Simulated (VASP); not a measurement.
An input for Quantum ESPRESSO's pw.x (written as the equivalent of a VASP run, and not itself run):

```
&CONTROL
  calculation = 'scf'
  pseudo_dir = './pseudo'
  outdir = './out'
  tprnfor = .true.
  tstress = .true.
/
&SYSTEM
  ibrav = 0
  nat = 5
  ntyp = 3
  ecutwfc = 84
  occupations = 'tetrahedra'
  input_dft = 'vdw-df2-b86r'
/
&ELECTRONS
  conv_thr = 7.3e-09
  electron_maxstep = 100
/
ATOMIC_SPECIES
  Ba 137.327 Ba.upf
  Hf 178.490 Hf.upf
  O 15.999 O.upf
CELL_PARAMETERS angstrom
     4.1778861   -0.0000000    0.0000000
     0.0000000    4.1778861    0.0000000
     0.0000000   -0.0000000    4.1778861
ATOMIC_POSITIONS crystal
  Ba   0.0000000  0.0000000  0.0000000
  Hf   0.5000000  0.5000000  0.5000000
  O    0.5000000  0.0000000  0.5000000
  O    0.0000000  0.5000000  0.5000000
  O    0.5000000  0.5000000  0.0000000
K_POINTS automatic
  6 6 6 0 0 0
```

Task: Translate this input to VASP (INCAR, KPOINTS, POSCAR, choice of POTCAR).

Result: This is not unique; one that fits is 
### KPOINTS
```
Regular mesh
0
gamma
 6 6 6
0 0 0
```

POSCAR:
```
BaHfO3
1
    4.1778860727    -0.0000000000     0.0000000000
    0.0000000000     4.1778860727     0.0000000000
    0.0000000000    -0.0000000000     4.1778860727
Ba Hf O
1 1 3
Direct
  0.0000000000   0.0000000000   0.0000000000
  0.5000000000   0.5000000000   0.5000000000
  0.5000000000   0.0000000000   0.5000000000
  0.0000000000   0.5000000000   0.5000000000
  0.5000000000   0.5000000000   0.0000000000
```

### INCAR
```
! general
SYSTEM    =  BaHfO3
PREC      =  Accurate
ENCUT     =  520
LREAL     =  .False.   ! projection in real space or not
LASPH     =  .True.   ! aspherical one-centre terms

! electronic loop
EDIFF     =  1E-7
NELM      =  100   ! most electronic steps
ALGO      =  Normal   ! blocked Davidson
LMAXMIX   =  6   ! l cut-off of mixed one-centre charges

! smearing
ISMEAR    =  -5

! functional
GGA       =  MK
LUSE_VDW  =  .True.
AGGAC     =  0.0
PARAM1    =  0.1234568
PARAM2    =  0.7114
ZAB_VDW   =  -1.8867

! ions
ISIF      =  2

! output
LWAVE     =  .False.
LCHARG    =  .True.
LORBIT    =  11
NEDOS     =  601   ! DOS grid

! other
LEFG      =  .True.
```

POTCAR, in this order: Ba_sv Hf_pv O (PBE.64 set). Program: vasp_std.

What does not carry over: the potentials are each code's own (VASP's PAW set, PseudoDojo norm-conserving files in pw.x), so ENCUT and ecutwfc are chosen apart and not converted; conv_thr bounds pw.x's estimated SCF error, while EDIFF bounds the energy change between steps; the field gradients of LEFG aren't asked of the other code.

The compound is BaHfO3 in the cubic perovskite structure. It was relaxed first.
